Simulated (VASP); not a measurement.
```xyz
2
Lattice="3.8090 0.0000 0.0000 0.0000 3.8090 0.0000 0.0000 0.0000 3.8090" Properties=species:S:1:pos:R:3 pbc="T T T"
Tl     0.0000     0.0000     0.0000
Bi     1.9045     1.9045     1.9045
```

These are PBEsol GGA, VASP's PBE PAW potentials (set 64) (plane waves; VASP 6.6.1) values and carry that method's errors. Settings: 400 eV cut-off, 6×6×6 Γ-centred mesh, Gaussian smearing of 0.050 eV, potentials Tl_d Bi_d.

Energy and stress use the plane-wave basis of the starting cell.

Question: The ions, cell shape and volume are relaxed. What does this cell relax into?

Answer: 
```xyz
2
Lattice="3.8795 0.0000 0.0000 0.0000 3.8795 0.0000 0.0000 0.0000 3.8795" Properties=species:S:1:pos:R:3 pbc="T T T"
Tl     0.0000     0.0000     0.0000
Bi     1.9398     1.9398     1.9398
```
Space group Pm-3m (221), at a tolerance of 0.03 Å.

Question: How do energy and volume change from the first to the last step?

Answer: The energy (σ→0) changes by -13.4 meV/atom and the volume by +5.7 %, in 3 ionic steps.

The structure was generated: TlBi was put into the CsCl type type (Pm-3m), which need not be its known phase. This run relaxes it. Symmetry was kept, so distortions that lower it aren't found. VASP warned that the highest band is occupied, so more bands are needed.
